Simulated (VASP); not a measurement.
OSZICAR of a VASP run on PtAl2 (fluorite):

OSZICAR:
```
       N       E                     dE             d eps       ncg     rms          rms(c)
DAV:   1     0.398194986711E+02    0.39819E+02   -0.57250E+03  2352   0.900E+02
DAV:   2    -0.151871304867E+02   -0.55007E+02   -0.49562E+02  2756   0.166E+02
DAV:   3    -0.167353401748E+02   -0.15482E+01   -0.15270E+01  2852   0.274E+01
DAV:   4    -0.167490060052E+02   -0.13666E-01   -0.13654E-01  2720   0.305E+00
DAV:   5    -0.167492233759E+02   -0.21737E-03   -0.21736E-03  2880   0.402E-01    0.819E+00
DAV:   6    -0.163080456579E+02    0.44118E+00   -0.24873E+00  2600   0.153E+01    0.215E+00
DAV:   7    -0.162269319592E+02    0.81114E-01   -0.21247E-01  2488   0.466E+00    0.163E+00
DAV:   8    -0.161972191453E+02    0.29713E-01   -0.35289E-02  2556   0.185E+00    0.254E-01
DAV:   9    -0.161971963909E+02    0.22754E-04   -0.20234E-03  2728   0.431E-01    0.162E-01
DAV:  10    -0.161973440927E+02   -0.14770E-03   -0.37568E-04  2508   0.158E-01    0.223E-02
DAV:  11    -0.161973451098E+02   -0.10171E-05   -0.39236E-05  2656   0.613E-02    0.626E-03
DAV:  12    -0.161973468656E+02   -0.17557E-05   -0.44815E-06  2516   0.170E-02    0.371E-03
DAV:  13    -0.161973470541E+02   -0.18855E-06   -0.87409E-07  1860   0.658E-03
   1 F= -.17457995E+02 E0= -.17457952E+02  d E =-.128165E-03
```

### Question
Which electronic solver shows in the log?

### Answer
It is blocked Davidson (ALGO = Normal, or the opening steps of other solvers). The INCAR had ALGO = Normal.

### Question
Can the final energy be trusted as converged?

### Answer
The calculation finished and met its thresholds. It stopped with EDIFF = 1E-6, NELM = 100 (PBE GGA with D4 dispersion, plane waves, VASP's PBE PAW potentials (set 64)).

The compound is PtAl2 in the fluorite structure. The cell was not relaxed at this level, atoms are displaced from their ideal sites. The run is one of a series of settings (IVDW = 13 against the base run), some of them coarse on purpose.
